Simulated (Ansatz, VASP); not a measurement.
# Ge in two plane-wave programs

Wanted: the spread between two codes on one cell, functional and k mesh. Of the first pair: The structure shown is frame 165 of Ansatz's trajectory.

Program: Ansatz 0.2.0. Level of theory: plane waves, with VASP 6.6.1 beside it; single point at PBEsol. Results are calculated unless marked as measured.

**1. The starting structure**

The cell holds 42 atoms: 42 Ge. Its edges and angles: a = 10.043 Å, b = 10.043 Å, c = 10.043 Å, α = 90.0°, β = 90.0°, γ = 90.0°. Kind glass; density_g_cm3 5.0; melt_temperature_k 2200; route random start, relaxed, short melt, two cooling runs, relaxed.

**2. Ansatz: dynamics, PBEsol**

Ansatz runs on its PAW soft_1 files.

One frame of this run of dynamics is then solved in both programs, so the motion causes no difference.

Input file input.yaml:

```yaml
crystal:
  lattice:
    - [10.0434948146, 0.0, 0.0]
    - [0.0, 10.0434948146, 0.0]
    - [0.0, 0.0, 10.0434948146]
  atoms:
    - { symbol: Ge, position: [1.0012486769, 0.4015522428, 1.0149466862] }
    - { symbol: Ge, position: [0.0425679552, 0.5599089981, 0.3533240592] }
    - { symbol: Ge, position: [0.7636890197, 0.1973561334, 0.8613101548] }
    - { symbol: Ge, position: [0.6235364049, 0.7604631745, 0.4222725509] }
    - { symbol: Ge, position: [0.3900046739, 0.9324419719, 0.9847123772] }
    - { symbol: Ge, position: [0.1357910142, 0.6030991876, 0.709855327] }
    - { symbol: Ge, position: [0.8152663908, 0.62476309, 0.2182227199] }
    - { symbol: Ge, position: [0.4800620129, 0.4925103362, 0.580720865] }
    - { symbol: Ge, position: [0.9721964657, 0.2969904559, 0.2633046455] }
    - { symbol: Ge, position: [0.6495545522, 0.3093558461, 1.0516455391] }
    - { symbol: Ge, position: [0.1477011896, 0.2026831423, 0.9829002511] }
    - { symbol: Ge, position: [0.9313064139, 0.3812950522, 0.741256091] }
    - { symbol: Ge, position: [0.0287097973, 0.993038201, 0.5226953547] }
    - { symbol: Ge, position: [0.7245239523, 0.275913102, 0.3182496005] }
    - { symbol: Ge, position: [0.4046270074, 1.0247414268, 0.4622732305] }
    - { symbol: Ge, position: [0.3112406095, 0.3170964073, 0.7991098027] }
    - { symbol: Ge, position: [0.5880013989, 0.0738554276, 0.6564120328] }
    - { symbol: Ge, position: [0.344363049, 0.7182354929, 0.5564188304] }
    - { symbol: Ge, position: [0.5895681121, 0.050490467, 0.269498793] }
    - { symbol: Ge, position: [0.0567763665, 0.3148419608, 0.5184836351] }
    - { symbol: Ge, position: [0.6055598574, 0.5962860866, 1.0194995705] }
    - { symbol: Ge, position: [0.3021106279, 0.2672464706, 0.2213969484] }
    - { symbol: Ge, position: [0.3801341562, 0.9161996581, 0.7191279578] }
    - { symbol: Ge, position: [0.3487593799, 0.5775351426, 0.8715634536] }
    - { symbol: Ge, position: [0.0828650533, 0.9240560579, 0.9863920069] }
    - { symbol: Ge, position: [0.0228832222, 1.0264874113, 0.2546771282] }
    - { symbol: Ge, position: [0.8170918075, 0.9615674309, 0.666876594] }
    - { symbol: Ge, position: [0.7546980204, 0.7168193909, 0.627391298] }
    - { symbol: Ge, position: [0.32463121, 0.2787630939, 0.5399612836] }
    - { symbol: Ge, position: [0.8417285416, -0.0384468723, 0.9208678058] }
    - { symbol: Ge, position: [0.4296925461, 0.1919748652, -0.0156852074] }
    - { symbol: Ge, position: [0.6379437601, 0.8700272737, 0.0364443266] }
    - { symbol: Ge, position: [0.2255472221, 0.6769739299, 0.223935511] }
    - { symbol: Ge, position: [0.1518387541, 0.0414044476, 0.7438637507] }
    - { symbol: Ge, position: [0.793116094, 0.8935497431, 0.2714702899] }
    - { symbol: Ge, position: [0.0942254669, 0.650811613, 0.9882467089] }
    - { symbol: Ge, position: [1.007991785, 0.7328127581, 0.5395015857] }
    - { symbol: Ge, position: [0.7090784302, 0.2960602526, 0.5866866661] }
    - { symbol: Ge, position: [0.2783949984, 0.9338811507, 0.2420902421] }
    - { symbol: Ge, position: [0.6823482588, 0.5160703323, 0.7661082921] }
    - { symbol: Ge, position: [0.4044293083, 0.5011965574, 0.1867276485] }
    - { symbol: Ge, position: [0.6060745255, 0.5172279479, 0.341123973] }
kpoints:
  mp_grid: { grid: [1, 1, 1] }
scf:
  occupations: { method: fermi_dirac, width: 0.1 }
  n_extra_bands: 27
hamiltonian:
  xc: pbesol
  pseudopotentials: { kind: paw, azcp: { folder: soft_1 }, xc_functional: pbe }
output:
  forces: true
basis:
  ecutwfc: 320
md:
  timestep: 2.5
  n_steps: 495
  ensemble: nvt_langevin
  temperature: 2200
  seed: 2
```

Run with:

```
> ansatz run input.yaml --threads 8 --pin off --max-ram 23552MiB --backend cpu --events-out ev --progress --plain --runs-dir out
```

Numbers of over 12 decimals in the logs are rounded to 6 here.

The program printed:

```text
Warning: md: disabling space-group detection — thermal motion breaks the input geometry's symmetry, so no spatial operation reduces the k-mesh or symmetrises the density; time reversal is kept, so that k and −k are solved as one point where they differ and the mesh holds both, and exact exchange and, on two spinor components, a DFT+U term hold to it where the run has them: on two components no moment then forms, and  [...]
Warning: basis.ecutwfc = 320 eV is below the records' recommended 420 eV, and the density's cutoff is lower with it unless basis.ecutrho_ratio is high enough to keep the records' density cutoff: compare with a run at a higher cutoff
scf.n_extra_bands = 27 over 294 filled bands (N_el = 588.0): the run solves 321 bands
Engine: ansatz 0.2.0, aarch64-unknown-linux-gnu
Pseudopotentials: kind: paw
Pseudopotential: Ge, paw, valence charge 14, recommended cutoff 420 eV (normal), soft_1/Ge.paw.azcp
Functional definition: PBEsol
  exchange = pbesol_x
  correlation = pbesol_c
Crystal: 42 atoms, lattice volume = 1013.105 Å³
Basis set: ecut = 320 eV, 13205 PW (Γ), exchange–correlation on 120×120×120 points (8 copies of the dense FFT grid, shifted against one another)
Bands: 321, of which v1, the nominal top of the filled ones, is band 294 counted from 1 (293 counted from 0)
Symmetry: 1 space group operations
k-points: 1
Non-local potential: Ge, projectors of the file, l = 0: 2, l = 1: 2, l = 2: 3, l = 3: 1
PAW form: soft (Blöchl's): semilocal exchange-correlation on the pseudo side does not see the compensation charge
PAW frozen core: Ge, regenerated for the run's functional, and the local potential with it (the file was generated under x = pbe(κ = 0.804, μ = 0.219515), c = pbe(β = 0.066725))
PAW one-centre angular grid: Ge, 590 points (default); XC on 64 Gauss nodes
Initial density: superposition of atomic densities (chi_scale 0.1, normalization cell)
Initial wavefunctions: pseudopotential atomic-orbital guess
Functional: x = pbesol(κ = 0.804, μ = 0.123457), c = pbesol(β = 0.046)
SCF iter   1: F=—  HF=-178642.833797 eV  |F-HF|=—  |Δ(HF+E_count)|=         —  Δρ=2.04e-2  dr2=4.02e0  ethr=3.10e-3  ⟨swp⟩=6.0  Hψ=1177  notcnv=0
preconditioner: auto → LDOS  [insulator: Δε(μ)=0.385 eV  Ē_g=20.423 eV  σ=0.100 eV  W_gap=0.75  n_scr=250 (ndim 8)  ℏωp=28.3 eV  f_vac=0.012  D(μ)=4.92/eV (n_scr^D=18)  ε∞_Penn≈2.9  β→1.0]
SCF iter   2: F=—  HF=-178642.661408 eV  |F-HF|=—  |Δ(HF+E_count)|=   1.72e-1  Δρ=8.18e-3  dr2=2.06e0  ethr=6.83e-4  ⟨swp⟩=3.0  Hψ=734  notcnv=0
SCF iter   3: F=—  HF=-178642.165430 eV  |F-HF|=—  |Δ(HF+E_count)|=   4.96e-1  Δρ=3.23e-3  dr2=6.52e-1  ethr=3.50e-4  ⟨swp⟩=3.0  Hψ=663  notcnv=0
SCF iter   4: F=—  HF=-178642.037736 eV  |F-HF|=—  |Δ(HF+E_count)|=   1.28e-1  Δρ=1.12e-3  dr2=4.72e-2  ethr=1.11e-4  ⟨swp⟩=2.0  Hψ=635  notcnv=0
SCF iter   5: F=—  HF=-178642.022361 eV  |F-HF|=—  |Δ(HF+E_count)|=   1.54e-2  Δρ=2.47e-4  dr2=1.80e-3  ethr=8.02e-6  ⟨swp⟩=2.0  Hψ=613  notcnv=0
SCF iter   6: F=—  HF=-178642.021962 eV  |F-HF|=—  |Δ(HF+E_count)|=   3.99e-4  Δρ=1.02e-4  dr2=3.46e-4  ethr=3.07e-7  ⟨swp⟩=2.0  Hψ=686  notcnv=0
SCF iter   7: F=—  HF=-178642.021925 eV  |F-HF|=—  |Δ(HF+E_count)|=   3.78e-5  Δρ=3.29e-5  dr2=3.47e-5  ethr=5.89e-8  ⟨swp⟩=2.0  Hψ=386  notcnv=0
SCF iter   8: F=—  HF=-178642.021902 eV  |F-HF|=—  |Δ(HF+E_count)|=   2.29e-5  Δρ=1.37e-5  dr2=3.32e-6  ethr=5.89e-9  ⟨swp⟩=2.0  Hψ=383  notcnv=0
SCF iter   9: F=—  HF=-178642.021902 eV  |F-HF|=—  |Δ(HF+E_count)|=   6.44e-8  Δρ=5.99e-6  dr2=4.62e-7  ethr=5.65e-10  ⟨swp⟩=2.0  Hψ=379  notcnv=0
SCF iter  10: F=—  HF=-178642.021902 eV  |F-HF|=—  |Δ(HF+E_count)|=   7.23e-8  Δρ=2.26e-6  dr2=1.12e-7  ethr=7.86e-11  ⟨swp⟩=2.0  Hψ=398  notcnv=0
SCF iter  11: F=-178642.021902 eV  HF=-178642.021902 eV  |F-HF|=7.86e-9  |Δ(HF+E_count)|=   2.27e-9  Δρ=8.32e-7  dr2=1.31e-8  ethr=7.14e-12  ⟨swp⟩=4.0  Hψ=966  notcnv=0
SCF 1 converged in 11 iterations: F = -178642.021902 eV  dr2 = 1.31e-8
  greatest PAW one-centre occupation: 0.998 electrons in one spin orbital (limit 2), on the Ge atom at site 23 (counted from 0), in its partial waves of l = 2
md step     0: t =     0.00 fs  T =     0.0 K  F+E_penalty+E_count = -178642.02190189 eV  E_kin = 0.000000 eV  (11 SCF iters)
[... from here on, the SCF cycles and remarks between the steps are left out ...]
md step    82: t =   205.00 fs  T =  1667.0 K  F+E_penalty+E_count = -178634.60341379 eV  E_kin = 9.049896 eV  (6 SCF iters)
md step    83: t =   207.50 fs  T =  1732.8 K  F+E_penalty+E_count = -178634.53313970 eV  E_kin = 9.407488 eV  (5 SCF iters)
md step    84: t =   210.00 fs  T =  1696.7 K  F+E_penalty+E_count = -178634.43357259 eV  E_kin = 9.211169 eV  (6 SCF iters)
md step    85: t =   212.50 fs  T =  1702.5 K  F+E_penalty+E_count = -178634.31208309 eV  E_kin = 9.242980 eV  (6 SCF iters)
md step    86: t =   215.00 fs  T =  1738.9 K  F+E_penalty+E_count = -178634.15152807 eV  E_kin = 9.440212 eV  (6 SCF iters)
md step    87: t =   217.50 fs  T =  1777.4 K  F+E_penalty+E_count = -178633.93791603 eV  E_kin = 9.649564 eV  (6 SCF iters)
md step    88: t =   220.00 fs  T =  1742.1 K  F+E_penalty+E_count = -178633.68817567 eV  E_kin = 9.457884 eV  (6 SCF iters)
md step    89: t =   222.50 fs  T =  1680.1 K  F+E_penalty+E_count = -178633.43882222 eV  E_kin = 9.121004 eV  (6 SCF iters)
iter 1 solved again at ethr=2.07e-6 eV; its pass at ethr=3.10e-3 eV (dr2=1.21e-2 eV) is discarded
SCF iter   1: F=—  HF=-178633.193308 eV  |F-HF|=—  |Δ(HF+E_count)|=         —  Δρ=1.19e-3  dr2=1.21e-2  ethr=2.07e-6  ⟨swp⟩=2.0  Hψ=1342  notcnv=0
preco
```

In the SCF lines HF is the Harris–Foulkes energy and dr2 the Hartree energy of the density residual, in eV; the loop may stop once dr2 is under the threshold and the program's other checks hold. Hψ counts applications of the Hamiltonian.

**3. VASP: single point, PBEsol, pair 1**

The same cell, functional, mesh and smearing now go to VASP, with its own data sets.

Lines of VASP's logs that name or quote its potential files are left out, and so is its time.

Input file INCAR:

```
SYSTEM = Ge
PREC = Accurate
ENCUT = 410
EDIFF = 1E-06
NELM = 120
ISMEAR = -1
SIGMA = 0.1
LREAL = Auto
ALGO = Normal
GGA = PS
NBANDS = 344
LORBIT = 11
LWAVE = .FALSE.
LCHARG = .FALSE.
ISIF = 2
LASPH = .TRUE.
GGA_COMPAT = .FALSE.
NCORE = 2
```

Input file POSCAR:

```
Ge
1.0
   10.0434948146      0.0000000000      0.0000000000
    0.0000000000     10.0434948146      0.0000000000
    0.0000000000      0.0000000000     10.0434948146
Ge
42
Direct
    0.9555442779      0.4291978121      0.0773235014
    0.0171841578      0.7020957476      0.4278147278
    0.6702594191      0.2467518574      0.7440750593
    0.5945536997      0.7085655075      0.4044137101
    0.4593396109      0.0672963145      0.0284048721
    0.1598258405      0.5583358287      0.8499352225
    0.8128509200      0.6613670961      0.2188265181
    0.5162493829      0.5272070228      0.6070652808
    0.9351426145      0.2483927205      0.2742425870
    0.6627321588      0.3148703771      0.0042215570
    0.1266775185      0.2398206047      0.8998081013
    0.9083700613      0.3905361702      0.8027985426
    0.0377095829      0.9349986407      0.4752431388
    0.7131571363      0.1870334017      0.2006710848
    0.3124552815      0.9609347322      0.5139291746
    0.2824307726      0.3000302241      0.6567483851
    0.5573739125      0.0161631985      0.5921939633
    0.3096457018      0.7213910231      0.5515766277
    0.5308780557      0.0163155359      0.3586729586
    0.0061119163      0.3057447688      0.5674220085
    0.4627209040      0.5766923872      0.1471918105
    0.2278440963      0.3468010951      0.0930141367
    0.3746844171      0.9405353589      0.8131500191
    0.3614549584      0.6827297795      0.8653914957
    0.0737096015      0.9639782943      0.9265684079
    0.0167634875      0.0246327787      0.2041845033
    0.7762423483      0.9785356772      0.6578826516
    0.7866611320      0.7429174941      0.5954148541
    0.2469704068      0.2853212007      0.3601660644
    0.7748940129      0.0225610710      0.9113302858
    0.4144481654      0.3494355366      0.9127477023
    0.6025125827      0.7846075639      0.9686196881
    0.2605531290      0.7157576255      0.1636907302
    0.1049960218      0.0536886821      0.6726479303
    0.7557686981      0.9275038392      0.1554065620
    0.0825284441      0.6824400397      0.0215189224
    0.9924608101      0.6327783423      0.6642923726
    0.7336220246      0.2901007123      0.5174675843
    0.2951686693      0.0146935094      0.2426537819
    0.6200731035      0.5556272098      0.8531922561
    0.3804950439      0.4965653980      0.3592870875
    0.6433972556      0.4825969535      0.3198371741
```

Input file KPOINTS:

```
Automatic mesh
0
Gamma
1 1 1
0 0 0
```

PAW data sets: Ge_d (PBE family, release 64).

Run with:

```
> mpirun -np 8 vasp_gam
```

The program printed:

```text
[banner, memory and clock lines left out]
running    8 mpi-ranks, on    1 nodes
[...]
|                                                                             |
|               ----> ADVICE to this user running VASP <----                  |
|                                                                             |
|     You enforced a specific xc type in the INCAR file but a different       |
|     [... a line on the potential file left out ...]
|     I HOPE YOU KNOW WHAT YOU ARE DOING!                                     |
|                                                                             |

 LDA part: xc-table for (Slater+PW92), standard interpolation
 POSCAR, INCAR and KPOINTS ok, starting setup
[...]
entering main loop
       N       E                     dE             d eps       ncg     rms          rms(c)
DAV:   1     0.106803903142E+05    0.10680E+05   -0.21676E+05   704   0.473E+03
DAV:   2     0.241851070863E+04   -0.82619E+04   -0.79666E+04   688   0.109E+03
DAV:   3     0.279742580728E+03   -0.21388E+04   -0.20565E+04   688   0.297E+02
DAV:   4    -0.150035480017E+03   -0.42978E+03   -0.39344E+03   784   0.125E+02
[...]
DAV:  16    -0.193230342438E+03   -0.11430E-04   -0.12329E-04   912   0.440E-02    0.358E-03
DAV:  17    -0.193230344515E+03   -0.20777E-05   -0.26098E-05   600   0.315E-02    0.249E-03
DAV:  18    -0.193230344155E+03    0.36015E-06   -0.19560E-06   528   0.199E-02
   1 F= -.19323034E+03 E0= -.19301636E+03  d E =-.427960E+00
```

OUTCAR, selected parts (step 3):

```text
  Total      -36.1643113    -33.2134187    -44.1689373      3.0604531      6.7685225      2.1846637
  in kB      -57.1921209    -52.5254260    -69.8510524      4.8399595     10.7040932      3.4549407
  external PRESSURE =     -59.8561998 kB  Pullay stress =       0.0000000 kB

 POSITION                                       TOTAL-FORCE (eV/Angst)
 -----------------------------------------------------------------------------------
      9.59700      4.31065      0.77660         0.154533      0.081360      0.118327
      0.17259      7.05150      4.29676         0.369410     -1.310220     -0.930463
      6.73175      2.47825      7.47311        -0.123910     -0.042124      0.990027
      5.97140      7.11647      4.06173        -0.068436      1.492458      0.996944
      4.61338      0.67589      0.28528         0.020565     -0.240303     -0.416706
      1.60521      5.60764      8.53632        -0.139454     -1.823066     -2.059505
      8.16386      6.64244      2.19778         0.884333      0.087330     -0.279478
      5.18495      5.29500      6.09706        -0.037003      0.162223      0.060285
      9.39210      2.49473      2.75435         0.940104      0.888901      0.355412
      6.65615      3.16240      0.04240         0.223264      0.529710     -0.681801
      1.27229      2.40864      9.03722        -0.565795     -0.173018     -0.861384
      9.12321      3.92235      8.06290        -0.009675     -0.151310     -0.031047
      0.37874      9.39065      4.77310        -1.192653      0.523343     -0.845773
      7.16259      1.87847      2.01544        -1.048805     -0.671951      1.439226
[...]
-----------------------------------------------------------------------------------
    total drift:                               -0.003490     -0.008657     -0.004733

  FREE ENERGIE OF THE ION-ELECTRON SYSTEM (eV)
  ---------------------------------------------------
  free  energy   TOTEN  =      -193.2303441553 eV

  energy  without entropy=     -192.8023837286  energy(sigma->0) =     -193.01636394

[... 3 further parts left out ...]
[key lines of the parts left out:]
E-fermi :   4.2876
```

The gap is under twice the smearing width, so the edge states are partly filled and the run can't tell a small gap from a semimetal. The PAW data sets were made with PBE, which is usual practice but a small mismatch for other functionals.

**4. Differences**

Known differences besides the potentials themselves: the cutoff is 320 eV in Ansatz and 410 eV in VASP (PREC = Accurate, projectors in real space); Ansatz makes its cores anew for this functional, VASP keeps those of its PBE data sets; Ansatz's log warns that its cutoff lies below the recommended one. Total energies have different zeros and are not compared.

Forces on 7 of the 42 atoms, those with the largest forces and the largest differences (eV/Å; atoms numbered as in POSCAR):

| atom | Ansatz x, y, z | VASP x, y, z |
| --- | --- | --- |
| Ge6 | -0.135, -1.840, -2.070 | -0.139, -1.823, -2.060 |
| Ge17 | -1.539, 0.718, 1.027 | -1.537, 0.717, 1.008 |
| Ge19 | 1.015, -0.191, -1.883 | 1.003, -0.192, -1.872 |
| Ge21 | 0.584, 0.632, -1.790 | 0.574, 0.626, -1.781 |
| Ge27 | 2.025, 0.278, 0.250 | 2.014, 0.268, 0.257 |
| Ge33 | 1.029, 1.042, 1.954 | 1.027, 1.039, 1.945 |
| Ge36 | -2.641, 0.963, 0.948 | -2.626, 0.952, 0.946 |

The forces differ by 7.2 meV/Å r.m.s., which is 0.9 % of the r.m.s. force of 0.795 eV/Å (both taken over all components).

[end of part 1 of 2]

[Lines on the potential files, build, host, timing and source positions are cut from VASP's logs without a mark.]

[Logs are printed without paths, hosts, clocks, repeated set-up lines and the standing remarks that a program may print on its own settings, such as how far it seeks lower states.]

[Hosts, paths, dates, database ids (printed as entryN), source tags and the programs' standing remarks are cut or masked in the printed files.]
